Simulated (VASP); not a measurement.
Level of theory: PBE GGA with D3 dispersion (Becke-Johnson damping), VASP's PBE PAW potentials (set 64) (plane waves; VASP).

The input files of a VASP run:

**KPOINTS**
```
Automatic
0
Gamma
 11 11 11
0 0 0
```

### INCAR
```
SYSTEM = NiSi2
PREC = Accurate
ENCUT = 520
EDIFF = 1E-7
NELM = 100
ALGO = Normal
LREAL = .FALSE.
LASPH = .TRUE.
ISMEAR = -5
GGA = PE
IVDW = 12
LMAXMIX = 4
LWAVE = .FALSE.
LCHARG = .TRUE.
LORBIT = 11
NEDOS = 601
ISIF = 2
LEFG = .TRUE.
```

File POSCAR:
```
NiSi2
2.6935510
  0.0000000000   0.9999999035   0.9999999035
  0.9999999035   0.0000000000   0.9999999035
  0.9999999035   0.9999999035   0.0000000000
Si Ni
2 1
Cartesian
  0.4999999518   0.4999999518   0.4999999518
  1.4999998553   1.4999998553   1.4999998553
  0.0000000000   0.0000000000   0.0000000000
```

POTCAR, in this order: Si Ni (PBE.64 set). Program: vasp_std.

What VASP printed:

OSZICAR:
```
       N       E                     dE             d eps       ncg     rms          rms(c)
DAV:   1     0.704864461549E+02    0.70486E+02   -0.80049E+03  1464   0.142E+03
DAV:   2    -0.150411641786E+02   -0.85528E+02   -0.80551E+02  1476   0.251E+02
DAV:   3    -0.193163988082E+02   -0.42752E+01   -0.42003E+01  1903   0.627E+01
DAV:   4    -0.193994820671E+02   -0.83083E-01   -0.82874E-01  1679   0.828E+00
DAV:   5    -0.194016899502E+02   -0.22079E-02   -0.21966E-02  1915   0.145E+00    0.166E+01
DAV:   6    -0.239847514116E+02   -0.45831E+01   -0.54496E+01  1597   0.184E+02    0.249E+01
DAV:   7    -0.174512881862E+02    0.65335E+01   -0.15874E+01  1746   0.115E+02    0.397E+00
DAV:   8    -0.173946920515E+02    0.56596E-01   -0.22300E+00  2150   0.252E+01    0.270E+00
DAV:   9    -0.173519730199E+02    0.42719E-01   -0.29515E-01  1786   0.114E+01    0.635E-01
DAV:  10    -0.173494971390E+02    0.24759E-02   -0.12954E-02  1966   0.255E+00    0.253E-01
DAV:  11    -0.173496959251E+02   -0.19879E-03   -0.11238E-03  1697   0.276E-01    0.483E-02
DAV:  12    -0.173497747627E+02   -0.78838E-04   -0.77726E-05  2014   0.164E-01    0.266E-02
DAV:  13    -0.173497356289E+02    0.39134E-04   -0.32197E-05  1855   0.133E-01    0.942E-03
DAV:  14    -0.173497322356E+02    0.33934E-05   -0.29828E-06  2078   0.175E-02    0.564E-03
DAV:  15    -0.173497375111E+02   -0.52755E-05   -0.91380E-07  2069   0.234E-02    0.614E-04
DAV:  16    -0.173497381547E+02   -0.64366E-06   -0.72462E-08   963   0.257E-03    0.120E-04
DAV:  17    -0.173497380259E+02    0.12877E-06   -0.11071E-08   938   0.188E-03    0.171E-04
DAV:  18    -0.173497382867E+02   -0.26074E-06   -0.33420E-09   863   0.115E-03    0.131E-04
DAV:  19    -0.173497381631E+02    0.12361E-06   -0.12206E-09   848   0.698E-04    0.376E-05
DAV:  20    -0.173497381547E+02    0.83626E-08   -0.37515E-10   813   0.190E-04
   1 F= -.18699450E+02 E0= -.18699450E+02  d E =0.000000E+00
```

**OUTCAR**
```
------------------------ aborting loop because EDIFF is reached ----------------------------------------
 Edisp (eV)   -1.34971
  FORCE on cell =-STRESS in cart. coord.  units (eV):
  Direction    XX          YY          ZZ          XY          YZ          ZX
  --------------------------------------------------------------------------------------
  Total      -0.22560    -0.22560    -0.22560     0.00000     0.00000    -0.00000
  in kB      -9.24797    -9.24797    -9.24797     0.00000     0.00000    -0.00000
  external pressure =       -9.25 kB  Pullay stress =        0.00 kB
  volume of cell :       39.08
      direct lattice vectors                 reciprocal lattice vectors
     0.000000000  2.693550740  2.693550740    -0.185628580  0.185628580  0.185628580
     2.693550740  0.000000000  2.693550740     0.185628580 -0.185628580  0.185628580
     2.693550740  2.693550740  0.000000000     0.185628580  0.185628580 -0.185628580
 POSITION                                       TOTAL-FORCE (eV/Angst)
 -----------------------------------------------------------------------------------
      1.34678      1.34678      1.34678         0.000000      0.000000      0.000000
      4.04033      4.04033      4.04033        -0.000000     -0.000000     -0.000000
      0.00000      0.00000      0.00000        -0.000000      0.000000      0.000000
 -----------------------------------------------------------------------------------
    total drift:                               -0.000000     -0.000000      0.000000
  FREE ENERGIE OF THE ION-ELECTRON SYSTEM (eV)
  ---------------------------------------------------
  free  energy   TOTEN  =       -18.6994501076 eV

  energy  without entropy=      -18.6994501076  energy(sigma->0) =      -18.69945011

 total charge

# of ion       s       p       d       tot
------------------------------------------
    1        0.737   0.854   0.000   1.590
    2        0.737   0.854   0.000   1.590
    3        0.564   0.819   8.452   9.836
--------------------------------------------------
tot          2.038   2.526   8.452  13.017

 Electric field gradients after diagonalization (V/A^2)
 (convention: |V_zz| > |V_xx| > |V_yy|)
----------------------------------------------------------------------
 ion       V_xx      V_yy      V_zz     asymmetry (V_yy - V_xx)/ V_zz
----------------------------------------------------------------------
   1       0.000     0.000    -0.000       0.000
   2       0.000     0.000    -0.000       0.000
   3      -0.002    -0.002     0.005       0.000
```
(Selected blocks of OUTCAR.)

File OUTCAR:
```
 val. band max:       11.0059391232   @ k =   0.1818   0.0000   0.0000

 cond. band min:      10.6136437108   @ k =   0.2727   0.1818   0.0000


 Fermi energy:        10.6306773709

 k-point     1 :       0.0000    0.0000    0.0000
  band No.  band energies     occupation
      1      -3.3434      2.00000
      2       5.3323      2.00000
      3       5.3323      2.00000
      4       5.3323      2.00000
      5       7.0320      2.00000
      6       7.0320      2.00000
      7      10.3914      2.00000
      8      12.3171      0.00000
      9      12.3171      0.00000
     10      12.3171      0.00000
     11      12.8757      0.00000
     12      12.8757      0.00000
     13      12.8757      0.00000

 k-point     2 :       0.0909    0.0000    0.0000
  band No.  band energies     occupation
      1      -3.2199      2.00000
      2       5.0865      2.00000
      3       5.3716      2.00000
      4       5.3716      2.00000
      5       7.0090      2.00000
      6       7.0090      2.00000
      7      10.1388      2.00000
      8      11.3187     -0.19595
      9      11.7399      0.00000
     10      11.7399      0.00000
     11      13.4534      0.00000
     12      13.4534      0.00000
     13      14.2440      0.00000

 k-point     3 :       0.1818    0.0000    0.0000
  band No.  band energies     occupation
      1      -2.8518      2.00000
      2       4.3993      2.00000
      3       5.4771      2.00000
      4       5.4771      2.00000
      5       6.9640      2.00000
      6       6.9640      2.00000
      7       8.9526      2.00000
      8      11.0059      1.19011
      9      11.0059     -0.00146
     10      11.4311      0.00000
     11      13.4735      0.00000
     12      13.4735      0.00000
     13      14.5233      0.00000

 k-point     4 :       0.2727    0.0000    0.0000
  band No.  band energies     occupation
      1      -2.2473      2.00000
      2       3.3680      2.00000
      3       5.6084      2.00000
...
```

For a metal the tetrahedron method with Blöchl corrections gives inexact stress and forces.

The compound is NiSi2 in the fluorite structure. It was relaxed first. The run is not spin-polarised, so no magnetic state was tried.
